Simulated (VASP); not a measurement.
An input for Quantum ESPRESSO's pw.x (written as the equivalent of a VASP run, and not itself run):

```
&CONTROL
  calculation = 'vc-relax'
  pseudo_dir = './pseudo'
  outdir = './out'
  tprnfor = .true.
  tstress = .true.
  nstep = 40
  forc_conv_thr = 0.00078
/
&SYSTEM
  ibrav = 0
  nat = 8
  ntyp = 2
  ecutwfc = 82
  occupations = 'smearing'
  smearing = 'methfessel-paxton'
  degauss = 0.00735
  input_dft = 'pbesol'
/
&ELECTRONS
  conv_thr = 7.3e-08
  electron_maxstep = 100
/
&IONS
/
&CELL
  press = 300
/
ATOMIC_SPECIES
  Nb 92.906 Nb.upf
  Sn 118.710 Sn.upf
CELL_PARAMETERS angstrom
     5.0330604    0.0000000   -0.0000000
     0.0000000    5.0330604   -0.0000000
    -0.0000000   -0.0000000    5.0330604
ATOMIC_POSITIONS crystal
  Nb   0.2500000  0.0000000  0.5000000
  Nb   0.5000000  0.2500000  0.0000000
  Nb   0.5000000  0.7500000  0.0000000
  Nb   0.7500000  1.0000000  0.5000000
  Nb   0.0000000  0.5000000  0.7500000
  Nb   1.0000000  0.5000000  0.2500000
  Sn   0.5000000  0.5000000  0.5000000
  Sn   0.0000000  1.0000000  0.0000000
K_POINTS automatic
  6 6 6 0 0 0
```

Write the VASP files for the same calculation (PBEsol).

This is not unique; one that fits is 
**KPOINTS**
```
K-points
0
G
6 6 6
```

INCAR:
```
! general
SYSTEM  = Nb3Sn
PREC    = Accurate
ENCUT   = 500
LREAL   = F
LASPH   = T

! electronic loop
EDIFF   = 1E-6
NELM    = 100
ALGO    = Normal
LMAXMIX = 4

! smearing
ISMEAR  = 1
SIGMA   = 0.1

! functional
GGA     = PS

! ions
IBRION  = 2
NSW     = 40
ISIF    = 3
EDIFFG  = -0.02
PSTRESS = 300

! output
LWAVE   = F
LCHARG  = F
```

POSCAR:
```
Nb3Sn
1.0
  5.0330604164   0.0000000000   0.0000000000
  0.0000000000   5.0330604164   0.0000000000
  0.0000000000   0.0000000000   5.0330604164
Nb Sn
6 2
direct
  0.2500000000   0.0000000000   0.5000000000
  0.5000000000   0.2500000000   0.0000000000
  0.5000000000   0.7500000000   0.0000000000
  0.7500000000   1.0000000000   0.5000000000
  0.0000000000   0.5000000000   0.7500000000
  1.0000000000   0.5000000000   0.2500000000
  0.5000000000   0.5000000000   0.5000000000
  0.0000000000   1.0000000000   0.0000000000
```

POTCAR, in this order: Nb_sv Sn_d (PBE.64 set). Program: vasp_std.

What does not carry over: the potentials are each code's own (VASP's PAW set, PseudoDojo norm-conserving files in pw.x), so ENCUT and ecutwfc are chosen apart and not converted; conv_thr bounds pw.x's estimated SCF error, while EDIFF bounds the energy change between steps; forc_conv_thr acts on force components and is met together with etot_conv_thr.

The compound is Nb3Sn in the A15 structure. It was relaxed first under an external pressure of 30 GPa.
